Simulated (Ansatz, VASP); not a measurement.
# MoS2: VASP beside Ansatz

Wanted: the spread between two codes on one cell, functional and k mesh. The structure shown is the end of the Ansatz relaxation below.

Calculated with Ansatz 0.2.0; plane waves, with VASP 6.6.1 beside it; single point at PBEsol with D3(BJ).

**1. Set-up**

The cell holds 12 atoms: 4 Mo and 8 S. Its edges and angles: a = 3.111 Å, b = 3.111 Å, c = 66.980 Å, α = 90.0°, β = 90.0°, γ = 120.0°. Vacuum lies along c.

**2. Ansatz: relaxation, PBEsol with D3(BJ)**

Ansatz runs on its PAW soft_1 files.

This run makes the geometry at which the two programs are then compared.

Input file input.yaml:

```yaml
crystal:
  lattice:
    - [3.1110733602, 0.0, 0.0]
    - [-1.5555366801, 2.694268563, 0.0]
    - [0.0, 0.0, 66.97993372]
  atoms:
    - { symbol: Mo, position: [0.3333333333, 0.6666666667, 0.1494075206] }
    - { symbol: S, position: [0.6666666667, 0.3333333333, 0.1260461622] }
    - { symbol: S, position: [0.6666666667, 0.3333333333, 0.1727628132] }
    - { symbol: Mo, position: [0.6666666667, 0.3333333333, 0.2369041572] }
    - { symbol: S, position: [0.3333333333, 0.6666666667, 0.2135736248] }
    - { symbol: S, position: [0.3333333333, 0.6666666667, 0.2602334566] }
    - { symbol: Mo, position: [0.3333333333, 0.6666666667, 0.3243087003] }
    - { symbol: S, position: [0.6666666667, 0.3333333333, 0.300979401] }
    - { symbol: S, position: [0.6666666667, 0.3333333333, 0.3476392327] }
    - { symbol: Mo, position: [0.6666666667, 0.3333333333, 0.4118053369] }
    - { symbol: S, position: [0.3333333333, 0.6666666667, 0.3884500443] }
    - { symbol: S, position: [0.3333333333, 0.6666666667, 0.4351666953] }
  periodic: [true, true, false]
kpoints:
  mp_grid: { grid: [9, 9, 1] }
hamiltonian:
  xc: pbesol
  dispersion: d3bj
  pseudopotentials: { kind: paw, azcp: { folder: soft_1 }, xc_functional: pbe }
scf:
  occupations: { method: fixed }
output:
  forces: true
  stress: true
  eigenvalues: true
relax:
  adjacent_minimum: "off"
  f_tol: 0.001
  max_steps: 60
  cell: { stress_2d_tol: 0.002 }
```

On the command line:

```sh
> ansatz run input.yaml --threads 8 --pin off --max-ram 20480MiB --backend cpu --events-out ev --progress --plain --runs-dir out
```

Numbers of over 12 decimals in the logs are rounded to 6 here.

Output:

```text
Engine: ansatz 0.2.0, aarch64-unknown-linux-gnu
Pseudopotentials: kind: paw
Pseudopotential: Mo, paw, valence charge 14, recommended cutoff 420 eV (normal), soft_1/Mo.paw.azcp
Pseudopotential: S, paw, valence charge 6, recommended cutoff 420 eV (normal), soft_1/S.paw.azcp
Functional definition: PBEsol
  exchange = pbesol_x
  correlation = pbesol_c
Crystal: 12 atoms, lattice volume = 561.430 Å³
Basis set: ecut = 420 eV, 10939 PW (Γ), exchange–correlation on 48×48×900 points (8 copies of the dense FFT grid, shifted against one another)
Bands: 64, of which v1, the nominal top of the filled ones, is band 52 counted from 1 (51 counted from 0)
Symmetry: 12 space group operations
Space group: P-3m1 (ITA 164), of the structure as read, at distance tolerance 8.2e-5 Å
k-points: 12 of 81
Non-local potential: Mo, projectors of the file, l = 0: 3, l = 1: 2, l = 2: 2, l = 3: 1
Non-local potential: S, projectors of the file, l = 0: 2, l = 1: 2, l = 2: 1
PAW form: soft (Blöchl's): semilocal exchange-correlation on the pseudo side does not see the compensation charge
PAW frozen core: Mo, regenerated for the run's functional, and the local potential with it (the file was generated under x = pbe(κ = 0.804, μ = 0.219515), c = pbe(β = 0.066725))
PAW frozen core: S, regenerated for the run's functional, and the local potential with it (the file was generated under x = pbe(κ = 0.804, μ = 0.219515), c = pbe(β = 0.066725))
PAW one-centre angular grid: Mo, 590 points (default); XC on 64 Gauss nodes
PAW one-centre angular grid: S, 110 points (default); XC on 64 Gauss nodes
Initial density: superposition of atomic densities (neutral atoms: chi_scale 0, normalization atom)
Initial wavefunctions: pseudopotential atomic-orbital guess
Functional: x = pbesol(κ = 0.804, μ = 0.123457), c = pbesol(β = 0.046)
SCF iter   1: F=—  HF=-26690.382855 eV  |F-HF|=—  |Δ(HF+E_count)|=         —  Δρ=5.20e-2  dr2=2.17e1  ethr=3.10e-3  ⟨swp⟩=7.3  Hψ=4586  notcnv=0  defer=79
preconditioner: auto → Resta (q_TF=auto, 2.060 Å⁻¹)  ε∞=3.3  [insulator: Δε(μ)=0.785 eV  Ē_g=8.835 eV  n_scr=42 (ndim 8)  ℏωp=13.3 eV  f_vac=0.636  ε∞_Penn≈3.3  vacuum switching on, ρ_ref=5.7e-3 e/Å³]
SCF iter   2: F=—  HF=-26686.659964 eV  |F-HF|=—  |Δ(HF+E_count)|=    3.72e0  Δρ=2.67e-2  dr2=1.16e1  ethr=3.10e-3  ⟨swp⟩=4.9  Hψ=2304  notcnv=0  defer=91
SCF iter   3: F=—  HF=-26685.163227 eV  |F-HF|=—  |Δ(HF+E_count)|=    1.50e0  Δρ=1.27e-2  dr2=7.35e-1  ethr=3.10e-3  ⟨swp⟩=4.6  Hψ=1816  notcnv=0  defer=88
SCF iter   4: F=—  HF=-26684.974723 eV  |F-HF|=—  |Δ(HF+E_count)|=   1.89e-1  Δρ=2.47e-3  dr2=3.36e-2  ethr=7.07e-4  ⟨swp⟩=3.2  Hψ=1611  notcnv=0  defer=102
SCF iter   5: F=—  HF=-26684.977568 eV  |F-HF|=—  |Δ(HF+E_count)|=   2.84e-3  Δρ=6.35e-4  dr2=3.76e-3  ethr=3.23e-5  ⟨swp⟩=3.1  Hψ=1734  notcnv=0  defer=120
SCF iter   6: F=—  HF=-26684.978480 eV  |F-HF|=—  |Δ(HF+E_count)|=   9.12e-4  Δρ=5.93e-4  dr2=6.78e-3  ethr=3.61e-6  ⟨swp⟩=4.0  Hψ=1689  notcnv=0  defer=120
SCF iter   7: F=—  HF=-26684.977726 eV  |F-HF|=—  |Δ(HF+E_count)|=   7.54e-4  Δρ=1.32e-4  dr2=2.02e-4  ethr=3.61e-6  ⟨swp⟩=3.2  Hψ=1200  notcnv=0  defer=120
SCF iter   8: F=—  HF=-26684.977779 eV  |F-HF|=—  |Δ(HF+E_count)|=   5.28e-5  Δρ=7.94e-5  dr2=1.82e-4  ethr=1.94e-7  ⟨swp⟩=3.6  Hψ=1826  notcnv=0  defer=117
SCF iter   9: F=—  HF=-26684.977768 eV  |F-HF|=—  |Δ(HF+E_count)|=   1.07e-5  Δρ=3.53e-5  dr2=1.39e-5  ethr=1.75e-7  ⟨swp⟩=2.2  Hψ=990  notcnv=0  defer=112
SCF iter  10: F=—  HF=-26684.977544 eV  |F-HF|=—  |Δ(HF+E_count)|=   2.24e-4  Δρ=1.47e-5  dr2=2.25e-6  ethr=1.33e-8  ⟨swp⟩=3.3  Hψ=1675  notcnv=0  defer=111
[...]
SCF 1 converged in 13 iterations: F = -26684.977544 eV  dr2 = 6.62e-9
  greatest PAW one-centre occupation: 0.999 electrons in one spin orbital (limit 2), on the Mo atom at site 9 (counted from 0), in its partial waves of l = 0
relax step   1: F+E_penalty+E_count = -26684.97754427 eV  Δ(F+E_penalty+E_count) = +0.000e0 eV  max|allowed force component| = 1.380e-3 eV/Å  Δτ_max = 0.0000 Å  P = -0.009 N/m  Ω = 561.430 Å³  fix = [c, alpha, beta]  reactions: c +0.000 N/m  (13 SCF iters, dr2 threshold 1.00e-7 eV, accepted)
Crystal: 12 atoms, lattice volume = 561.365 Å³
Basis set: ecut = 420 eV, 10915 PW (Γ), exchange–correlation on 48×48×900 points (8 copies of the dense FFT grid, shifted against one another)
Initial density: handed on by an earlier stage of this run
[...]
SCF iter   4: F=—  HF=-26684.977546 eV  |F-HF|=—  |Δ(HF+E_count)|=  4.33e-10  Δρ=4.72e-7  dr2=2.12e-9  ethr=3.74e-12  ⟨swp⟩=2.4  Hψ=1096  notcnv=0  defer=120
SCF iter   5: F=—  HF=-26684.977546 eV  |F-HF|=—  |Δ(HF+E_count)|=  4.33e-10  Δρ=2.31e-7  dr2=4.87e-10  ethr=2.04e-12  ⟨swp⟩=3.2  Hψ=1485  notcnv=0  defer=120
SCF iter   6: F=—  HF=-26684.977546 eV  |F-HF|=—  |Δ(HF+E_count)|=  3.67e-10  Δρ=2.29e-7  dr2=4.56e-10  ethr=4.68e-13 (applied; sched 1.00e-12)  ⟨swp⟩=1.9  Hψ=936  notcnv=0  defer=120
SCF iter   7: F=—  HF=-26684.977546 eV  |F-HF|=—  |Δ(HF+E_count)|=  3.49e-10  Δρ=2.21e-7  dr2=4.28e-10  ethr=4.38e-13 (applied; sched 1.00e-12)  ⟨swp⟩=1.2  Hψ=724  notcnv=0  defer=120
SCF iter   8: F=—  HF=-26684.977546 eV  |F-HF|=—  |Δ(HF+E_count)|=  3.27e-11  Δρ=2.03e-7  dr2=3.69e-10  ethr=4.11e-13 (applied; sched 1.00e-12)  ⟨swp⟩=1.2  Hψ=760  notcnv=0  defer=120
SCF iter   9: F=—  HF=-26684.977546 eV  |F-HF|=—  |Δ(HF+E_count)|=  1.24e-10  Δρ=1.65e-7  dr2=2.53e-10  ethr=3.55e-13 (applied; sched 1.00e-12)  ⟨swp⟩=1.2  Hψ=791  notcnv=0  defer=120
SCF iter  10: F=—  HF=-26684.977546 eV  |F-HF|=—  |Δ(HF+E_count)|=  3.53e-10  Δρ=4.89e-8  dr2=2.65e-11  ethr=2.43e-13 (applied; sched 1.00e-12)  ⟨swp⟩=3.3  Hψ=1695  notcnv=0  defer=120
SCF iter  11: F=—  HF=-26684.977546 eV  |F-HF|=—  |Δ(HF+E_count)|=  2.58e-10  Δρ=1.82e-8  dr2=2.93e-12  ethr=2.55e-14 (applied; sched 1.00e-12)  ⟨swp⟩=3.2  Hψ=1482  notcnv=0  defer=120
SCF iter  12: F=—  HF=-26684.977546 eV  |F-HF|=—  |Δ(HF+E_count)|=  1.46e-11  Δρ=4.09e-9  dr2=1.78e-13  ethr=2.82e-15 (applied; sched 1.00e-12)  ⟨swp⟩=3.5  Hψ=1833  notcnv=0  defer=120
SCF iter  13: F=-26684.977546 eV  HF=-26684.977546 eV  |F-HF|=8.19e-10  |Δ(HF+E_count)|=  7.28e-11  Δρ=2.10e-9  dr2=3.63e-14  ethr=1.00e-12  ⟨swp⟩=22.6  Hψ=5934  notcnv=0
SCF 4 converged in 13 iterations: F = -26684.977546 eV  dr2 = 3.63e-14
relax step   4: F+E_penalty+E_count = -26684.97754596 eV  Δ(F+E_penalty+E_count) = +1.121e-6 eV  max|allowed force component| = 1.635e-4 eV/Å  Δτ_max = 0.0000 Å  P = +0.001 N/m  Ω = 561.403 Å³  fix = [c, alpha, beta]  reactions: c +0.000 N/m  stress off target by 5.19e-4 N/m on what of the cell is left free  SCF on the basis re-selected at this cell (its energy is not comparable with the rows above)  (13 SCF iters)
basis re-selected at this cell: Δ(F+E_penalty+E_count) = +1.121e-6 eV, ΔP = -0.000 N/m vs the last step (what re-selecting the basis moved, of the pressure what is left beyond the Pulay correction that the steps carried, after the strain that the cell walked since its last selection, with what the two solves' SCF thresholds leave and, on support functions, any second-order correction that the steps lacked; it is no m [...]
SCF converged after 13 iterations
Free energy (F): -26684.977546 eV
Harris-Foulkes:  -26684.977546 eV  (|F-HF|=8.19e-10)
Internal energy: -26684.977546 eV  (E = F + TS)
E sigma→0 (E₀):  -26684.977546 eV
Fermi energy:    -5.127475 eV
--- Per-component energies (eV) ---
  E_band       = -2309.638798
  E_kinetic    = 2547.672888
  E_local      = -1065483.407656  (includes V_loc(G=0)·N_el)
  E_nonlocal   = 877.167676
  E_hartree    = 531007.701788
  E_xc         = -1411.581883
  E_vxc        = -1546.407800  (∫ρ·V_xc dr)
  E_paw        = -17355.039118  (= ΣΔE_a)
  E_vpaw       = -720.067754  (= ΣTr[D̂ρ^β])
  E_aug_tail   = 0.000162  (compensation charges beyond the density's cutoff)
  E_ewald      = 523135.518304
  E_disp       = -4.342503  (pairwise vdW)
  E_core_change = 1.332795  (= ΣΔE_core)
  E_smearing   = -0.000000  (= −TS)
  E_closure    = 0.000000  (closes the sum)
  Σ components = -26684.977546   (vs F -26684.977546, Δ=0.00e0)
--- Forces (eV/Å), atoms counted from 1 ---
  atom   1  Mo    -0.00000000    -0.00000000    -0.00003663
  atom   2  S      0.00000000    -0.00000000    -0.00006443
  atom   3  S      0.00000000    -0.00000000    -0.00005585
  atom   4  Mo     0.00000000     0.00000000    -0.00016351
  atom   5  S      0.00000000     0.00000000    -0.00003443
  atom   6  S     -0.00000000     0.00000000    -0.00000008
  atom   7  Mo    -0.00000000    -0.00000000     0.00016351
  atom   8  S      0.00000000    -0.00000000     0.00000008
  atom   9  S      0.00000000    -0.00000000     0.00003443
  atom  10  Mo     0.00000000     0.00000000     0.00003663
  atom  11  S     -0.00000000     0.00000000     0.00005585
  atom  12  S     -0.00000000     0.00000000     0.00006443
  max |Σ_I F_I| component: 2.60e-17 eV/Å
--- 2D stress c σ (N/m, compression-positive) ---
        0.000519       0.000000       0.000000
        0.000000       0.000519      -0.000000
        0.000000      -0.000000       0.000000
  P = ½ c Tr σ = 0.0005 N/m
--- Band table (eV; the first three rows and the last of 12) ---
  k-point 0: bands = [... 48 lower, -6.4518, -5.6523, -5.3163, -5.1275, -3.0430, -3.0430, -3.0354, -3.0354, ... 8 higher]
  k-point 1: bands = [... 48 lower, -6.4314, -5.8159, -5.6508, -5.5759, -3.2276, -3.2153, -3.2099, -3.1966, ... 8 higher]
  k-point 2: bands = [... 48 lower, -6.6873, -6.5688, -6.5459, -6.5348, -3.9476, -3.7743, -3.5480, -3.5273, ... 8 higher]
  k-point 11: bands = [... 48 lower, -6.0925, -6.0179, -5.9226, -5.8476, -4.0336, -4.0336, -4.0184, -4.0184, ... 8 higher]
--- Relaxed structure (3 steps of the walk, 2 accepted, 1 SCFs on fresh bases) ---
  F+E_penalty+E_count = -26684.97754596 eV   max|allowed force component| = 1.635e-4 eV/Å   (the final SCF, on the basis selected at the relaxed cell)
  cell:  # Å, volume = 561.4029 Å³
    - [3.110998, 0.0, 0]
    - [-1.555499, 2.694203, 0]
    - [0, 0, 66.97993372]
  atoms:
    - { symbol: Mo, position: [0.333333, 0.666667, 0.149400] }
    - { symbol: S, position: [0.666667, 0.333333, 0.126038] }
    - { symbol: S, position: [0.666667, 0.333333, 0.172756] }
    - { symbol: Mo, position: [0.666667, 0.333333, 0.236900] }
    - { symbol: S, position: [0.333333, 0.666667, 0.213568] }
    - { symbol: S, position: [0.333333, 0.666667, 0.260231] }
    - { symbol: Mo, position: [0.333333, 0.666667, 0.324313] }
    - { symbol: S, position: [0.666667, 0.333333, 0.300982] }
    - { symbol: S, position: [0.666667, 0.333333, 0.347644] }
    - { symbol: Mo, position: [0.666667, 0.333333, 0.411812] }
    - { symbol: S, position: [0.333333, 0.666667, 0.388456] }
    - { symbol: S, position: [0.333333, 0.666667, 0.435175] }
```

(Part 1 of 2 ends here.)

[Lines on the potential files, build, host, timing and source positions are cut from VASP's logs without a mark.]

[Logs are printed without paths, hosts, clocks, repeated set-up lines and the standing remarks that a program may print on its own settings, such as how far it seeks lower states.]

[Hosts, paths, dates, database ids (printed as entryN), source tags and the programs' standing remarks are cut or masked in the printed files.]
